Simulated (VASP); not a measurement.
Level of theory: LDA (Ceperley-Alder, Perdew-Zunger), VASP's LDA PAW potentials (set 64) (plane waves; VASP 6.6.1).

Input for VASP

### INCAR
```
SYSTEM = KBr
PREC = Accurate
ENCUT = 520
EDIFF = 1E-7
NELM = 100
ALGO = Normal
LREAL = .FALSE.
LASPH = .TRUE.
ISMEAR = 0
SIGMA = 0.05
LMAXMIX = 4
LWAVE = .FALSE.
LCHARG = .FALSE.
ISIF = 2
```

### KPOINTS
```
Automatic mesh
0
Gamma
7 7 7
0 0 0
```

**POSCAR**
```
KBr
3.2221980
  0.0000000000   0.9999999394   0.9999999394
  0.9999999394   0.0000000000   0.9999999394
  0.9999999394   0.9999999394   0.0000000000
K Br
1 1
Cartesian
  0.0000000000   0.0000000000   0.0000000000
  0.9999999394   0.9999999394   0.9999999394
```

POTCAR, in this order: K_sv Br (LDA.64 set). Program: vasp_std.

The run wrote:

File OSZICAR:
```
       N       E                     dE             d eps       ncg     rms          rms(c)
DAV:   1     0.105649521666E+03    0.10565E+03   -0.71604E+03   480   0.118E+03
DAV:   2     0.162271096949E+00   -0.10549E+03   -0.97663E+02   592   0.285E+02
DAV:   3    -0.672128012526E+01   -0.68836E+01   -0.68405E+01   604   0.640E+01
DAV:   4    -0.700575282358E+01   -0.28447E+00   -0.28416E+00   832   0.124E+01
DAV:   5    -0.700773199837E+01   -0.19792E-02   -0.19791E-02   624   0.100E+00    0.375E+00
DAV:   6    -0.685263277987E+01    0.15510E+00   -0.24194E-01   584   0.272E+00    0.270E+00
DAV:   7    -0.683065544835E+01    0.21977E-01   -0.94987E-02   600   0.187E+00    0.123E+00
DAV:   8    -0.683136038031E+01   -0.70493E-03   -0.10411E-02   676   0.909E-01    0.150E-01
DAV:   9    -0.683136438702E+01   -0.40067E-05   -0.28262E-04   660   0.111E-01    0.630E-02
DAV:  10    -0.683142815018E+01   -0.63763E-04   -0.60243E-05   624   0.547E-02    0.194E-02
DAV:  11    -0.683142811805E+01    0.32132E-07   -0.32368E-06   656   0.128E-02    0.360E-03
DAV:  12    -0.683142846083E+01   -0.34278E-06   -0.32637E-07   624   0.601E-03    0.177E-03
DAV:  13    -0.683142845784E+01    0.29927E-08   -0.22220E-08   416   0.176E-03
   1 F= -.68314285E+01 E0= -.68314285E+01  d E =-.277563E-14
```

File OUTCAR:
```
------------------------ aborting loop because EDIFF is reached ----------------------------------------
  FORCE on cell =-STRESS in cart. coord.  units (eV):
  Direction    XX          YY          ZZ          XY          YZ          ZX
  --------------------------------------------------------------------------------------
  Total       -0.2319954     -0.2319954     -0.2319954      0.0000000      0.0000000      0.0000000
  in kB       -5.5552470     -5.5552470     -5.5552470      0.0000000      0.0000000      0.0000000
  external PRESSURE =      -5.5552470 kB  Pullay stress =       0.0000000 kB
  volume of cell :       66.91
      direct lattice vectors                 reciprocal lattice vectors
     0.000000000  3.222197805  3.222197805    -0.155173590  0.155173590  0.155173590
     3.222197805  0.000000000  3.222197805     0.155173590 -0.155173590  0.155173590
     3.222197805  3.222197805  0.000000000     0.155173590  0.155173590 -0.155173590
  FREE ENERGIE OF THE ION-ELECTRON SYSTEM (eV)
  ---------------------------------------------------
  free  energy   TOTEN  =        -6.8314284578 eV

  energy  without entropy=       -6.8314284578  energy(sigma->0) =       -6.83142846
```
(Selected blocks of OUTCAR.)

The compound is KBr in the rock salt structure. This cell is one point of a volume scan, at 1.03 of the reference volume.
